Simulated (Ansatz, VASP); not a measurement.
# Cross-check of Ga3CuAs3Cl between VASP and Ansatz

Aim: how closely do two programs agree when they are given the same cell, functional and k mesh? The cell is generated by rule, not measured, and may not be a known phase. The cell is taken from a series of runs on this material, whose earlier steps may have relaxed, scaled, displaced or heated it; both programs get it as it stands.

Method: plane waves, with VASP 6.6.1 beside it; relaxation of cell and atoms at PBEsol, in Ansatz 0.2.0.

The structure was built from a prototype and need not be the compound's stable phase.

## Step 1: Set-up

Symmetry: Pmm2, No. 25, orthorhombic system. Conventional cell: a = 3.996 Å, b = 4.079 Å, c = 11.045 Å, α = 90.00°, β = 90.00°, γ = 90.00°. Nearest to As lie 4 Ga at 2.42 to 2.50 Å. Nearest to As lie 4 Ga at 2.43 to 2.50 Å. Nearest to As lie 2 Cu at 2.29 Å and 2 Ga at 2.43 Å. Cl has 2 Ga at 2.44 Å and 2 Cu at 2.60 Å nearest. Nearest to Cu lie 2 As at 2.29 Å and 2 Cl at 2.60 Å. Nearest to Ga lie 2 As at 2.42 Å and 2 Cl at 2.44 Å. Farther neighbours and most contacts between anions are not listed.

## Step 2: Ansatz: relaxation of cell and atoms, PBEsol

Ansatz runs on its default PAW (the set named soft_2) files.

The relaxed volume is the usual yardstick between codes: in a stiff, nearly cubic crystal its relative difference is about their pressure difference at one cell divided by the bulk modulus.

The input, input.yaml:

```yaml
crystal:
  lattice:
    - [2.8256640747, 2.8256640747, 0.0]
    - [-2.8842061668, 2.8842061668, 0.0]
    - [0.0, 0.0, 11.044606261]
  atoms:
    - { symbol: As, position: [0.5, 0.0, 0.1220935297] }
    - { symbol: As, position: [0.0, 0.5, 0.378010665] }
    - { symbol: As, position: [0.5, 0.0, 0.6332319084] }
    - { symbol: Cl, position: [0.0, 0.5, 0.8781839394] }
    - { symbol: Cu, position: [0.5, 0.5, 0.7275986513] }
    - { symbol: Ga, position: [0.0, 0.0, -0.0011158666] }
    - { symbol: Ga, position: [0.5, 0.5, 0.2533194241] }
    - { symbol: Ga, position: [0.0, 0.0, 0.5086777486] }
kpoints:
  mp_grid: { grid: [12, 12, 4] }
hamiltonian:
  xc: pbesol
scf:
  occupations: { method: methfessel_paxton, width: 0.2 }
output:
  forces: true
  stress: true
  eigenvalues: true
relax:
  adjacent_minimum: "off"
  f_tol: 0.001
  max_steps: 60
  cell: { stress_tol: 0.01 }
```

Started as:

```bash
ansatz run input.yaml --threads 8 --pin off --max-ram 14336MiB --backend cpu --events-out ev --progress --plain --runs-dir out
```

Numbers of over 12 decimals in the logs are rounded to 6 here.

Output:

```text
Engine: ansatz 0.2.0, aarch64-unknown-linux-gnu
Pseudopotentials: kind: paw
Pseudopotential: As, paw, valence charge 15, recommended cutoff 420 eV (normal), As.paw.azcp
Pseudopotential: Cl, paw, valence charge 7, recommended cutoff 420 eV (normal), Cl.paw.azcp
Pseudopotential: Cu, paw, valence charge 19, recommended cutoff 420 eV (normal), Cu.paw.azcp
Pseudopotential: Ga, paw, valence charge 13, recommended cutoff 420 eV (normal), Ga.paw.azcp
Functional definition: PBEsol
  exchange = pbesol_x
  correlation = pbesol_c
Crystal: 8 atoms, lattice volume = 180.023 Å³
Basis set: ecut = 420 eV, 3521 PW (Γ), exchange–correlation on 54×60×150 points (8 copies of the dense FFT grid, shifted against one another)
Bands: 66, of which v1, the nominal top of the filled ones, is band 55 counted from 1 (54 counted from 0)
Symmetry: 4 space group operations
Space group: Pmm2 (ITA 25), of the structure as read, at distance tolerance 5.6e-5 Å
k-points: 147 of 576 (time reversal used)
Non-local potential: As, projectors of the file, l = 0: 2, l = 1: 2, l = 2: 3, l = 3: 1
Non-local potential: Cl, projectors of the file, l = 0: 2, l = 1: 2, l = 2: 2
Non-local potential: Cu, projectors of the file, l = 0: 3, l = 1: 2, l = 2: 3, l = 3: 1
Non-local potential: Ga, projectors of the file, l = 0: 2, l = 1: 2, l = 2: 3, l = 3: 1
PAW form: soft (Blöchl's): semilocal exchange-correlation on the pseudo side does not see the compensation charge
PAW frozen core: As, regenerated for the run's functional, and the local potential with it (the file was generated under x = pbe(κ = 0.804, μ = 0.219515), c = pbe(β = 0.066725))
PAW frozen core: Cl, regenerated for the run's functional, and the local potential with it (the file was generated under x = pbe(κ = 0.804, μ = 0.219515), c = pbe(β = 0.066725))
PAW frozen core: Cu, regenerated for the run's functional, and the local potential with it (the file was generated under x = pbe(κ = 0.804, μ = 0.219515), c = pbe(β = 0.066725))
PAW frozen core: Ga, regenerated for the run's functional, and the local potential with it (the file was generated under x = pbe(κ = 0.804, μ = 0.219515), c = pbe(β = 0.066725))
PAW one-centre angular grid: As, 590 points (default); XC on 64 Gauss nodes
PAW one-centre angular grid: Cl, 110 points (default); XC on 64 Gauss nodes
PAW one-centre angular grid: Cu, 590 points (default); XC on 64 Gauss nodes
PAW one-centre angular grid: Ga, 590 points (default); XC on 64 Gauss nodes
Initial density: superposition of atomic densities (neutral atoms: chi_scale 0, normalization atom), corrected by the library's trained network
Initial wavefunctions: pseudopotential atomic-orbital guess
Functional: x = pbesol(κ = 0.804, μ = 0.123457), c = pbesol(β = 0.046)
SCF iter   1: F=—  HF=-33319.827302 eV  |F-HF|=—  |Δ(HF+E_count)|=         —  Δρ=7.34e-3  dr2=8.78e-2  ethr=1.77e-3  ⟨swp⟩=5.5  Hψ=31523  notcnv=0
preconditioner: auto → LDOS  [metal: Δε(μ)=0.006 eV  Ē_g=12.910 eV  σ=0.200 eV  W_gap=0.02  n_scr=56 (ndim 8)  ℏωp=23.5 eV  f_vac=0.096  D(μ)=1.75/eV (n_scr^D=4)  β→1.0]
SCF iter   2: F=—  HF=-33319.838311 eV  |F-HF|=—  |Δ(HF+E_count)|=   1.10e-2  S|Δr|=    0.00e0  Δρ=9.60e-3  dr2=9.77e-2  ethr=7.99e-5  ⟨swp⟩=2.0  Hψ=19801  notcnv=0  defer=173
SCF iter   3: F=—  HF=-33319.813883 eV  |F-HF|=—  |Δ(HF+E_count)|=   2.44e-2  S|Δr|=    0.00e0  Δρ=4.90e-3  dr2=2.96e-2  ethr=7.99e-5  ⟨swp⟩=2.0  Hψ=17473  notcnv=0  defer=173
SCF iter   4: F=—  HF=-33319.808980 eV  |F-HF|=—  |Δ(HF+E_count)|=   4.90e-3  S|Δr|=    0.00e0  Δρ=1.50e-3  dr2=3.18e-3  ethr=2.69e-5  ⟨swp⟩=2.0  Hψ=12486  notcnv=0
SCF iter   5: F=—  HF=-33319.808323 eV  |F-HF|=—  |Δ(HF+E_count)|=   6.57e-4  S|Δr|=    0.00e0  Δρ=4.20e-4  dr2=2.48e-4  ethr=2.89e-6  ⟨swp⟩=2.0  Hψ=14127  notcnv=0
SCF iter   6: F=—  HF=-33319.808281 eV  |F-HF|=—  |Δ(HF+E_count)|=   4.18e-5  S|Δr|=    0.00e0  Δρ=5.07e-5  dr2=4.03e-6  ethr=2.25e-7  ⟨swp⟩=2.0  Hψ=17063  notcnv=0
SCF iter   7: F=—  HF=-33319.808264 eV  |F-HF|=—  |Δ(HF+E_count)|=   1.79e-5  S|Δr|=    0.00e0  Δρ=2.34e-5  dr2=1.00e-6  ethr=3.67e-9  ⟨swp⟩=2.0  Hψ=14294  notcnv=0
SCF iter   8: F=-33319.808263 eV  HF=-33319.808263 eV  |F-HF|=3.97e-8  |Δ(HF+E_count)|=   8.27e-8  S|Δr|=    0.00e0  Δρ=7.18e-6  dr2=9.52e-8  ethr=9.09e-11  ⟨swp⟩=7.8  Hψ=47396  notcnv=0
SCF 1 converged in 8 iterations: F = -33319.808263 eV  dr2 = 9.52e-8
  greatest PAW one-centre occupation: 1.000 electrons in one spin orbital (limit 2), on the Cu atom at site 4 (counted from 0), in its partial waves of l = 0
relax step   1: F+E_penalty+E_count = -33319.80826338 eV  Δ(F+E_penalty+E_count) = +0.000e0 eV  max|allowed force component| = 1.900e-2 eV/Å  Δτ_max = 0.0000 Å  P = +0.014 GPa  Ω = 180.023 Å³  (8 SCF iters, dr2 threshold 1.00e-7 eV, accepted)
[...]
relax step   5: F+E_penalty+E_count = -33319.80846491 eV  Δ(F+E_penalty+E_count) = -1.957e-6 eV  max|allowed force component| = 6.402e-4 eV/Å  Δτ_max = 0.0001 Å  P = -0.000 GPa  Ω = 180.105 Å³  energy of the carried Pulay correction = -1.594e-5 eV  (6 SCF iters, dr2 threshold 2.23e-10 eV, accepted)
[...]
relax step   6: F+E_penalty+E_count = -33319.80847838 eV  Δ(F+E_penalty+E_count) = -1.347e-5 eV  max|allowed force component| = 6.402e-4 eV/Å  Δτ_max = 0.0000 Å  P = -0.000 GPa  Ω = 180.105 Å³  stress off target by 2.24e-3 GPa  SCF on the basis re-selected at this cell (its energy is not comparable with the rows above)  (6 SCF iters)
basis re-selected at this cell: Δ(F+E_penalty+E_count) = -1.347e-5 eV, ΔP = +0.000 GPa vs the last step (what re-selecting the basis moved, of the pressure what is left beyond the Pulay correction that the steps carried, after the strain that the cell walked since its last selection, with what the two solves' SCF thresholds leave and, on support functions, any second-order correction that the steps lacked; it is no m [...]
SCF converged after 6 iterations
Stability not checked: this state was not tested for a lower state beside it, because cold or Methfessel-Paxton smearing, or corrected tetrahedra, fill the levels in a way that the test cannot read (fill_not_monotonic; see scf.lower_state_search)
Free energy (F): -33319.808478 eV
Harris-Foulkes:  -33319.808478 eV  (|F-HF|=2.91e-11)
Internal energy: -33319.806065 eV  (E = F + TS)
E sigma→0 (E₀):  -33319.807875 eV
Entropy (-TS):   -0.002413 eV (-0.302 meV/atom)
Fermi energy:    8.046163 eV
--- Per-component energies (eV) ---
  E_band       = -1512.856696
  E_kinetic    = 1117.022974
  E_local      = -18398.167827  (includes V_loc(G=0)·N_el)
  E_nonlocal   = -298.770205
  E_hartree    = 8855.572433
  E_xc         = -634.002609
  E_vxc        = -645.299451  (∫ρ·V_xc dr)
  E_paw        = -13501.747232  (= ΣΔE_a)
  E_vpaw       = -998.787034  (= ΣTr[D̂ρ^β])
  E_aug_tail   = 0.000021  (compensation charges beyond the density's cutoff)
  E_ewald      = -10465.486474
  E_core_change = 5.772854  (= ΣΔE_core)
  E_smearing   = -0.002413  (= −TS)
  E_closure    = 0.000000  (closes the sum)
  Σ components = -33319.808478   (vs F -33319.808478, Δ=0.00e0)
--- Forces (eV/Å), atoms counted from 1 ---
  atom   1  As     0.00000000     0.00000000    -0.00001308
  atom   2  As    -0.00000000     0.00000000     0.00011716
  atom   3  As    -0.00000000     0.00000000    -0.00043389
  atom   4  Cl    -0.00000000     0.00000000    -0.00064008
  atom   5  Cu     0.00000000    -0.00000000     0.00062172
  atom   6  Ga    -0.00000000    -0.00000000     0.00019740
  atom   7  Ga     0.00000000    -0.00000000    -0.00009816
  atom   8  Ga     0.00000000     0.00000000     0.00024969
  max |Σ_I F_I| component: 7.70e-7 eV/Å
--- Stress (GPa, compression-positive) ---
       -0.000090      -0.002150       0.000000
       -0.002150      -0.000090       0.000000
        0.000000       0.000000       0.000051
  P = ⅓ Tr σ = -0.0000 GPa (-0.000 kbar)
--- Band table (eV; the first three rows and the last of 147) ---
  k-point 0: bands = [... 51 lower, 6.4161, 7.0313, 7.4015, 7.5711, 8.3037, 8.9072, 8.9448, 9.7286, ... 7 higher]
  k-point 1: bands = [... 51 lower, 6.4584, 6.6511, 7.3254, 8.0395, 8.2399, 8.8542, 8.9770, 9.6957, ... 7 higher]
  k-point 2: bands = [... 51 lower, 6.5018, 6.5257, 7.2314, 8.1763, 8.3960, 8.7635, 9.0391, 9.6710, ... 7 higher]
  k-point 146: bands = [... 51 lower, 5.8400, 5.9834, 6.1473, 6.3184, 9.0451, 9.2725, 10.1139, 10.2171, ... 7 higher]
--- Relaxed structure (5 steps of the walk, 5 accepted, 1 SCFs on fresh bases) ---
  F+E_penalty+E_count = -33319.80847838 eV   max|allowed force component| = 6.402e-4 eV/Å   (the final SCF, on the basis selected at the relaxed cell)
  cell:  # Å, volume = 180.1048 Å³
    - [2.824491, 2.824491, 0]
    - [-2.879763, 2.879763, 0]
    - [0, 0, 11.071293]
  atoms:
    - { symbol: As, position: [0.500000, 0, 0.122240] }
    - { symbol: As, position: [0, 0.500000, 0.377876] }
    - { symbol: As, position: [0.500000, 0, 0.632792] }
    - { symbol: Cl, position: [0, 0.500000, 0.878420] }
    - { symbol: Cu, position: [0.5, 0.500000, 0.727956] }
    - { symbol: Ga, position: [0, 0, -0.000962986] }
    - { symbol: Ga, position: [0.5, 0.500000, 0.253331] }
    - { symbol: Ga, position: [0, 0, 0.508348] }
```

[end of part 1 of 2]

[Lines on the potential files, build, host, timing and source positions are cut from VASP's logs without a mark.]

[Logs are printed without paths, hosts, clocks, repeated set-up lines and the standing remarks that a program may print on its own settings, such as how far it seeks lower states.]

[Hosts, paths, dates, database ids (printed as entryN), source tags and the programs' standing remarks are cut or masked in the printed files.]
